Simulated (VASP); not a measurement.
Data:

```xyz
2
Lattice="2.8300 0.0000 0.0000 0.0000 2.8300 0.0000 0.0000 0.0000 4.0700" Properties=species:S:1:pos:R:3 pbc="T T T"
Ti     0.0000     0.0000     0.0000
Al     1.4150     1.4150     2.0350
```

Method: vdW-DF2, VASP's PBE PAW potentials (set 64) (plane waves; VASP 6.6.1). Settings: 520 eV cut-off, 12×12×8 Γ-centred mesh, first-order Methfessel-Paxton smearing of 0.10 eV, potentials Ti_sv Al.

Energy and stress use the plane-wave basis of the starting cell.

### Question
The ions, cell shape and volume are relaxed. Predict the relaxed structure.

### Answer

```xyz
2
Lattice="2.8512 0.0000 0.0000 0.0000 2.8512 0.0000 0.0000 0.0000 4.1008" Properties=species:S:1:pos:R:3 pbc="T T T"
Ti     0.0000     0.0000     0.0000
Al     1.4256     1.4256     2.0504
```
Space group P4/mmm (123), at a tolerance of 0.03 Å.

### Question
How do energy and volume change from the first to the last step?

### Answer
The energy (σ→0) changes by -2.8 meV/atom and the volume by +2.3 %, in 3 ionic steps.

The compound is TiAl in the L1_0 structure. This run relaxes it. Symmetry was kept, so distortions that lower it aren't found. The electron count is odd and the run is not spin-polarised, which forces a metal.
